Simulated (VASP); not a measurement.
Calculation: PBEsol GGA, VASP's PBE PAW potentials (set 64) (plane waves; VASP).

VASP ran on this input.

### KPOINTS
```
k-points along high-symmetry lines
8
Line-mode
Reciprocal
  0.000000   0.000000   0.000000 ! GAMMA
 -0.500000  -0.500000   0.000000 ! Y

 -0.500000  -0.500000   0.000000 ! Y
 -0.625000  -0.375000   0.000000 ! C_0

 -0.375000   0.375000   0.000000 ! SIGMA_0
  0.000000   0.000000   0.000000 ! GAMMA

  0.000000   0.000000   0.000000 ! GAMMA
  0.500000   0.500000   0.500000 ! Z

  0.500000   0.500000   0.500000 ! Z
  0.125000   0.875000   0.500000 ! A_0

 -0.125000   0.125000   0.500000 ! E_0
  0.000000   0.000000   0.500000 ! T

  0.000000   0.000000   0.500000 ! T
 -0.500000  -0.500000   0.000000 ! Y

  0.000000   0.000000   0.000000 ! GAMMA
 -0.500000   0.000000   0.000000 ! S

 -0.500000   0.000000   0.000000 ! S
  0.000000   0.500000   0.500000 ! R

  0.000000   0.500000   0.500000 ! R
  0.500000   0.500000   0.500000 ! Z

  0.500000   0.500000   0.500000 ! Z
  0.000000   0.000000   0.500000 ! T
```

### INCAR
```
ALGO = Normal
EDIFF = 1E-7
ENCUT = 400
GGA = PS
ICHARG = 11
ISMEAR = 0
LASPH = .True.
LCHARG = .False.
LMAXMIX = 4
LORBIT = 11
LREAL = .False.
LWAVE = .False.
NELM = 100
PREC = Accurate
SIGMA = 0.05
SYSTEM = Be4STe3
```

File POSCAR:
```
Be4STe3
1.0
  0.0008454164   5.4346303324   5.4287817990
  5.4346303324   0.0008454164   5.4287817990
  2.7177378744   2.7177378744   0.0000000000
Be Te S
4 3 1
Direct
  0.9993525915   0.9993525915   0.0012948170
  0.9701829855   0.5118479159   0.0179690985
  0.5118479159   0.9701829855   0.0179690985
  0.5175346705   0.5175346705   0.9649306590
  0.1258039902   0.1258039902   0.2483920196
  0.1251609130   0.6242780355   0.2505610515
  0.6242780355   0.1251609130   0.2505610515
  0.6258388977   0.6258388977   0.2483222045
```

POTCAR, in this order: Be Te S (PBE.64 set). Program: vasp_std. Read from the step before: CHGCAR.

### Question
What will the output report for the number of irreducible k-points (NKPTS), number of bands (NBANDS), largest plane-wave count, number of space-group operations, FFT grid (NGX, NGY, NGZ)?

### Answer

```
Quantity                                      Result
--------------------------------------  ------------
number of irreducible k-points (NKPTS)            88
number of bands (NBANDS)                          21
largest plane-wave count                        2941
number of space-group operations                   4
FFT grid (NGX, NGY, NGZ)                50 × 50 × 28
```

The structure was generated: Be4STe3 was put into an ordered model structure (Amm2), which need not be its known phase. It was relaxed first.
